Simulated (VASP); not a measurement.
# Sb2Te4O (C2/m) in VASP: density of states with PBE

Aim: the density of states of Sb2Te4O with PBE.

Everything below comes from runs of VASP 6.6.1. Logs are shortened: lines on timing, memory, paths and dates and some standing lists are left out, and cuts for length are marked.

## 1. Starting point

It takes space group C2/m (No. 12, monoclinic). Conventional cell: a = 6.568 Å, b = 6.414 Å, c = 9.610 Å, α = 90.00°, β = 108.61°, γ = 90.00°. Sb (site symmetry m) has 6 Te at 2.93 to 3.34 Å as nearest neighbours. Te (site symmetry -1) is surrounded by 2 O at 2.30 Å. Te (site symmetry m) has 4 Sb at 2.93 to 3.34 Å as nearest neighbours. O (site symmetry 2/m) has 4 Te at 2.30 Å as nearest neighbours.

The cell was built by a generator and needn't be a form met in nature.

## 2. Density of states, PBE

POSCAR reads:

```
Sb2Te4O
1.0
    3.2839990000     -3.2071500000      0.0000000000
    3.2839990000      3.2071500000      0.0000000000
   -3.0665560000      0.0000000000      9.1075530000
Sb Te O
2 4 1
Direct
    0.5623310000      0.5623310000      0.2897770000
    0.4376690000      0.4376690000      0.7102230000
    0.5000000000      0.0000000000      0.0000000000
    0.8249670000      0.8249670000      0.6218080000
    0.0000000000      0.5000000000      0.0000000000
    0.1750330000      0.1750330000      0.3781920000
    0.0000000000      0.0000000000      0.0000000000
```

INCAR.step1 reads:

```
ALGO = Normal
EDIFF = 1E-7
ENCUT = 520
GGA = PE
ISIF = 2
ISMEAR = 0
KPAR = 4
LASPH = True
LCHARG = True
LREAL = False
LWAVE = False
NBANDS = 29
NELM = 80
PREC = Accurate
SIGMA = 0.1
```

KPOINTS.step1 reads:

```
k-points
0
Gamma
  8 8 4
```

INCAR.step2 reads:

```
ALGO = Normal
EDIFF = 1E-7
ENCUT = 520
GGA = PE
ICHARG = 11
ISIF = 2
ISMEAR = -5
KPAR = 4
LASPH = True
LCHARG = False
LORBIT = 11
LREAL = False
LWAVE = False
NBANDS = 29
NEDOS = 1001
NELM = 80
PREC = Accurate
SIGMA = 0.1
```

KPOINTS.step2 reads:

```
k-points
0
Gamma
  12 12 6
```

Potentials or basis: VASP PAW PBE potentials, release 64 (Sb, Te, O).

Command:

```sh
$ cat potpaw_PBE.64/Sb/POTCAR potpaw_PBE.64/Te/POTCAR potpaw_PBE.64/O/POTCAR > POTCAR
$ cp INCAR.step1 INCAR
$ cp KPOINTS.step1 KPOINTS
$ mpirun -np 4 vasp_std > vasp.out
$ cp INCAR.step2 INCAR
$ cp KPOINTS.step2 KPOINTS
$ mpirun -np 4 vasp_std > vasp.out
```

OUTCAR:

```text
EDIFF = 1E-7
   ENCUT = 520
   GGA = PE
   ICHARG = 11
   ISIF = 2
   ISMEAR = -5
   LASPH = True
   LORBIT = 11
   LREAL = False
   NELM = 80
   PREC = Accurate

 ion  position               nearest neighbor table
   1  0.562  0.562  0.290-   6 2.93   4 3.11   3 3.30   5 3.30   6 3.34   6 3.34
   2  0.438  0.438  0.710-   4 2.93   6 3.11   5 3.30   3 3.30   4 3.34   4 3.34
   3  0.500  0.000  0.000-   7 2.30   7 2.30   5 3.21   5 3.21   5 3.28   5 3.28   1 3.30   2 3.30

   4  0.825  0.825  0.622-   2 2.93   1 3.11   2 3.34   2 3.34
   5  0.000  0.500  0.000-   7 2.30   7 2.30   3 3.21   3 3.21   3 3.28   3 3.28   1 3.30   2 3.30

   6  0.175  0.175  0.378-   1 2.93   2 3.11   1 3.34   1 3.34
   7  0.000  0.000  0.000-   3 2.30   5 2.30   5 2.30   3 2.30

  LATTYP: Found a base centered monoclinic cell.
 ALAT       =     6.5679980000
 B/A-ratio  =     0.9765989576
 C/A-ratio  =     1.4631486974
 COS(beta)  =    -0.3191019243

  Lattice vectors:

 A1 = (   3.2839990000,  -3.2071500000,   0.0000000000)
 A2 = (   3.2839990000,   3.2071500000,   0.0000000000)
 A3 = (  -3.0665560000,   0.0000000000,   9.1075530000)

Analysis of symmetry for initial positions (statically):
=====================================================================
 Subroutine PRICEL returns:
 Original cell was already a primitive cell.

 Routine SETGRP: Setting up the symmetry group for a
 base centered monoclinic supercell.

 Subroutine GETGRP returns: Found  4 space group operations
 (whereof  4 operations were pure point group operations)
 out of a pool of  4 trial point group operations.

The static configuration has the point symmetry C_2h.

Analysis of symmetry for dynamics (positions and initial velocities):
=====================================================================
 Subroutine PRICEL returns:
 Original cell was already a primitive cell.

 Routine SETGRP: Setting up the symmetry group for a
 base centered monoclinic supercell.

 Subroutine GETGRP returns: Found  4 space group operations
 (whereof  4 operations were pure point group operations)
 out of a pool of  4 trial point group operations.

The dynamic configuration has the point symmetry C_2h.

 Subroutine INISYM returns: Found  4 space group operations
 (whereof  4 operations are pure point group operations),
 and found     1 'primitive' translations

----------------------------------------------------------------------------------------

                                     Primitive cell

  volume of cell :     191.8465

  direct lattice vectors                    reciprocal lattice vectors
     3.283999000 -3.207150000  0.000000000     0.152253396 -0.155901657  0.051264436
     3.283999000  3.207150000  0.000000000     0.152253396  0.155901657  0.051264436
    -3.066556000  0.000000000  9.107553000     0.000000000  0.000000000  0.109798977

  length of vectors
     4.590257134  4.590257134  9.609957718     0.223862604  0.223862604  0.109798977

  position of ions in fractional coordinates (direct lattice)
     0.562331000  0.562331000  0.289777000
     0.437669000  0.437669000  0.710223000
     0.500000000  0.000000000  0.000000000
     0.824967000  0.824967000  0.621808000
     0.000000000  0.500000000  0.000000000
     0.175033000  0.175033000  0.378192000
     0.000000000  0.000000000  0.000000000

  ion indices of the primitive-cell ions
   primitive index   ion index
                 1           1
                 2           2
                 3           3
                 4           4
                 5           5
                 6           6
                 7           7

----------------------------------------------------------------------------------------

 KPOINTS: k-points

Automatic generation of k-mesh.
 Grid dimensions read from file:
 generate k-points for:   12   12    6

 Generating k-lattice:

  Cartesian coordinates                     Fractional coordinates (reciprocal lattice)
     0.012687783 -0.012991805  0.004272036     0.083333333  0.000000000  0.000000000
     0.012687783  0.012991805  0.004272036     0.000000000  0.083333333  0.000000000
     0.000000000  0.000000000  0.018299829     0.000000000  0.000000000  0.166666667

  Length of vectors
     0.018655217  0.018655217  0.018299829

  Shift w.r.t. Gamma in fractional coordinates (k-lattice)
     0.000000000  0.000000000  0.000000000

 TETIRR: Found   1296 inequivalent tetrahedra from     5184

 Subroutine IBZKPT returns following result:
 ===========================================

 Found    242 irreducible k-points:

 Following reciprocal coordinates:
            Coordinates               Weight
  0.000000  0.000000  0.000000      1.000000
  0.083333  0.000000 -0.000000      4.000000
  0.166667  0.000000 -0.000000      4.000000
  0.250000  0.000000 -0.000000      4.000000
  0.333333  0.000000 -0.000000      4.000000
  0.416667  0.000000 -0.000000      4.000000
[... 16 lines left out ...]
  0.500000  0.166667 -0.000000      4.000000
 -0.416667  0.166667  0.000000      4.000000
 [... further k-points ...]
   k-points           NKPTS =    242   k-points in BZ     NKDIM =    242   number of bands    NBANDS=     29
   number of dos      NEDOS =   1001   number of ions     NIONS =      7
   total plane-waves  NPLWV =  93312
   dimension x,y,z NGX =    36 NGY =   36 NGZ =   72
   dimension x,y,z NGXF=    72 NGYF=   72 NGZF=  144
   ions per type =               2   4   1
   NGX,Y,Z   is equivalent  to a cutoff of  13.04, 13.04, 12.46 a.u.
   NGXF,Y,Z  is equivalent  to a cutoff of  26.08, 26.08, 24.91 a.u.
 SYSTEM =  unknown system
   PREC   = accura    normal or accurate (medium, high low for compatibility)
   ISTART =      0    job   : 0-new  1-cont  2-samecut
   ICHARG =     11    charge: 1-file 2-atom 10-const
   ISPIN  =      1    spin polarized calculation?
   LNONCOLLINEAR =      F non collinear calculations
   LSORBIT =      F    spin-orbit coupling
   LASPH  =      T    aspherical Exc in radial PAW
   ENCUT  =  520.0 eV  38.22 Ry    6.18 a.u.   8.53  8.53 17.87*2*pi/ulx,y,z
   NELM   =     80;   NELMIN=  2; NELMDL=  0     # of ELM steps
   EDIFF  = 0.1E-06   stopping-criterion for ELM
   LREAL  =      F    real-space projection
   EDIFFG = 0.1E-05   stopping-criterion for IOM
   NSW    =      0    number of steps for IOM
   IBRION =     -1    ionic relax: 0-MD 1-quasi-New 2-CG
   NFREE  =      0    steps in history (QN), initial steepest desc. (CG)
   ISIF   =      2    stress and relaxation
   ISYM   =      2    0-nonsym 1-usesym 2-fastsym
   POTIM  = 0.5000    time-step for ionic-motion
   TEBEG  =    0.0;   TEEND  =   0.0 temperature during run
   PSTRESS=    0.0 pullay stress
   NELECT =      40.0000    total number of electrons
   NUPDOWN=      -1.0000    fix difference up-down
   EMIN   =  10.00;   EMAX   =-10.00  energy-range for DOS
   EFERMI =   0.00;   METHOD = LEGACY
   ISMEAR =    -5;   SIGMA  =   0.10  broadening in eV -4-tet -1-fermi 0-gaus
   EFERMI_NEDOS =   21; number of points for ismear=-14 and -15
   IALGO  =     38    algorithm
   IMIX   =      4    mixing-type and parameters
     AMIX     =   0.40;   BMIX     =  1.00
     AMIX_MAG =   1.60;   BMIX_MAG =  1.00
  volume/ion in A,a.u.               =      27.41       184.95
  Fermi-wavevector in a.u.,A,eV,Ry     =   0.970756  1.834463 12.821689  0.942368
  Thomas-Fermi vector in A             =   2.100917
   LORBIT       =     11    0 simple, 1 ext, 2 COOP (PROOUT), +10 PAW based schemes
   GGA     = PE    functional components
   LHFCALC =     F    Hartree Fock is set to
   AEXX    =    0.0000 exact exchange contribution
   IVDW    =     0    specifies the selected vdW correction
   LEPSILON=     F    determine dielectric tensor
   LRPA    =     F    only Hartree local field effects (RPA)
 non-spin polarized calculation
 Fermi weights with tetrahedron method with Bloechl corrections
  energy-cutoff  :      520.00
  volume of cell :      191.85
 maximum number of plane-waves:      5195
 NGX is ok and might be reduce to    36

 number of electron      40.0000000 magnetization

 Free energy of the ion-electron system (eV)
  ---------------------------------------------------
  ext. energy  EPLUGINS =         0.00000000
  ---------------------------------------------------
  free energy    TOTEN  =       -26.00318190 eV

  energy without entropy =      -26.00318190  energy(sigma->0) =      -26.00318190

 E-fermi :   6.9223     XC(G=0):  -9.6499

 val. band max:        6.9581534748   @ k =  -0.2500   0.3333   0.3333
 cond. band min:       6.8524924329   @ k =  -0.0833  -0.3333   0.1667
 fundamental gap:     -0.1056610419
 Fermi energy:         6.9223148689

 k-point     1 :       0.0000    0.0000    0.0000
  band No.  band energies     occupation
      1     -12.3198      2.00000
      2      -5.8767      2.00000
      3      -4.4898      2.00000
      4      -4.3820      2.00000
      5      -2.6752      2.00000
      6      -1.9851      2.00000
[... 21 lines left out ...]
     28      11.1814      0.00000
     29      11.6294      0.00000

 k-point     2 :       0.0833    0.0000   -0.0000
  band No.  band energies     occupation
      1     -12.3114      2.00000
      2      -5.8448      2.00000
      3      -4.4963      2.00000
      4      -4.3869      2.00000
      5      -2.8602      2.00000
      6      -2.0400      2.00000
[... 21 lines left out ...]
     28      11.3128      0.00000
     29      11.3623      0.00000

 k-point     3 :       0.1667    0.0000   -0.0000
  band No.  band energies     occupation
      1     -12.2880      2.00000
      2      -5.7535      2.00000
      3      -4.5794      2.00000
      4      -4.3577      2.00000
      5      -3.1700      2.00000
      6      -2.2081      2.00000
[... 638 lines left out ...]
      5      -3.9765      2.00000
      6      -2.6287      2.00000
[... 21 lines left out ...]
     28      10.1638      0.00000
     29      12.1582      0.00000

 k-point    24 :      -0.4167    0.1667    0.0000
  band No.  band energies     occupation
      1     -12.1680      2.00000
      2      -5.3814      2.00000
      3      -4.7605      2.00000
      4      -4.2943      2.00000
      5      -3.9942      2.00000
      6      -2.6660      2.00000
[... 21 lines left out ...]
     28      10.2365      0.00000
     29      12.1429      0.00000

 [... further k-points ...]
[... 5 lines left out ...]
  --------------------------------------------------------------------------------------
  -------------------------------------------------------------------------------------
  Total        0.0014477      0.2520131      0.2695749      0.0000000      0.0000000      0.1719140
  in kB        0.0120902      2.1046494      2.2513138      0.0000000      0.0000000      1.4357134
  external PRESSURE =       1.4560178 kB  Pullay stress =       0.0000000 kB

 VOLUME and BASIS-vectors are now :
 -----------------------------------------------------------------------------
  energy-cutoff  :      520.00
  volume of cell :      191.85
      direct lattice vectors                 reciprocal lattice vectors
     3.283999000 -3.207150000  0.000000000     0.152253396 -0.155901657  0.051264436
     3.283999000  3.207150000  0.000000000     0.152253396  0.155901657  0.051264436
    -3.066556000  0.000000000  9.107553000     0.000000000  0.000000000  0.109798977

 POSITION                                       TOTAL-FORCE (eV/Angst)
 -----------------------------------------------------------------------------------
      2.80477      0.00000      2.63916        -0.013607     -0.000000     -0.057297
      0.69667      0.00000      6.46839         0.013607     -0.000000      0.057297
      1.64200     -1.60357      0.00000         0.000000     -0.000000      0.000000
      3.51157      0.00000      5.66315         0.001347     -0.000000      0.011483
      1.64200      1.60357      0.00000         0.000000      0.000000      0.000000
     -0.01013      0.00000      3.44440        -0.001347     -0.000000     -0.011483
      0.00000      0.00000      0.00000         0.000000     -0.000000      0.000000
 -----------------------------------------------------------------------------------
    total drift:                               -0.000000      0.000000      0.000000

  FREE ENERGIE OF THE ION-ELECTRON SYSTEM (eV)
  ---------------------------------------------------
  free  energy   TOTEN  =       -26.0031819026 eV

  energy  without entropy=      -26.0031819026  energy(sigma->0) =      -26.00318190

 total charge

# of ion       s       p       d       tot
------------------------------------------
    1        1.284   0.936   0.040   2.260
    2        1.284   0.936   0.040   2.260
    3        1.447   1.718   0.071   3.236
    4        1.406   1.879   0.027   3.311
    5        1.447   1.718   0.071   3.236
    6        1.406   1.879   0.027   3.311
    7        1.604   3.330   0.000   4.934
--------------------------------------------------
tot          9.877  12.394   0.276  22.547
```

Wall time 3.3 min (4 MPI ranks of AMD EPYC 9R45 (Zen 5), shared host); peak memory 1.1 GiB.

What came out:

| Quantity | Value |
| --- | --- |
| Valence electrons inside the program's atomic spheres | Sb 2.26; Te 3.24, 3.31; O 4.93 |

States per cell in windows of 0.5 eV (zero at the Fermi level; states under -8 eV left out):
```tsv
from (eV)	total	O7_p	Te3_p	Te5_p	Te4_p	Te6_p	Sb1_p
-8.0	0.20	0.00	0.00	0.00	0.00	0.00	0.00
-7.5	0.30	0.10	0.03	0.03	0.00	0.00	0.00
-7.0	0.72	0.26	0.08	0.08	0.00	0.00	0.00
-6.5	0.43	0.15	0.04	0.04	0.00	0.00	0.00
-6.0	0.53	0.13	0.05	0.05	0.01	0.01	0.01
-5.5	1.93	0.28	0.13	0.13	0.07	0.07	0.06
-5.0	1.55	0.23	0.09	0.09	0.07	0.07	0.05
-4.5	1.70	0.24	0.08	0.08	0.09	0.09	0.06
-4.0	2.62	0.29	0.09	0.09	0.19	0.19	0.13
-3.5	3.00	0.44	0.09	0.09	0.22	0.22	0.15
-3.0	2.80	0.43	0.08	0.08	0.20	0.20	0.14
-2.5	2.43	0.15	0.11	0.11	0.23	0.23	0.13
-2.0	1.90	0.08	0.14	0.14	0.19	0.19	0.06
-1.5	3.05	0.17	0.29	0.29	0.33	0.33	0.04
-1.0	2.11	0.14	0.25	0.25	0.19	0.19	0.02
-0.5	0.92	0.06	0.11	0.11	0.04	0.04	0.05
0.0	1.69	0.05	0.12	0.12	0.08	0.08	0.15
0.5	2.12	0.05	0.13	0.13	0.13	0.13	0.20
1.0	2.09	0.06	0.12	0.12	0.14	0.14	0.20
1.5	2.34	0.05	0.14	0.14	0.17	0.17	0.23
2.0	2.73	0.06	0.19	0.19	0.19	0.19	0.29
2.5	2.59	0.12	0.21	0.21	0.16	0.16	0.27
3.0	1.21	0.15	0.14	0.14	0.06	0.06	0.07
3.5	1.16	0.25	0.15	0.15	0.01	0.01	0.01
4.0	0.60	0.09	0.06	0.06	0.00	0.00	0.00
4.5	0.51	0.02	0.02	0.02	0.01	0.01	0.01
5.0	0.86	0.01	0.01	0.01	0.02	0.02	0.01
5.5	0.15	0.00	0.00	0.00	0.01	0.01	0.00
6.0	0.02	0.00	0.00	0.00	0.00	0.00	0.00
6.5	0.00	0.00	0.00	0.00	0.00	0.00	0.00
```

Caveat: tetrahedron occupations give inexact forces and stress in metals. Spin-orbit coupling is left out, which matters for the levels of Sb, Te.
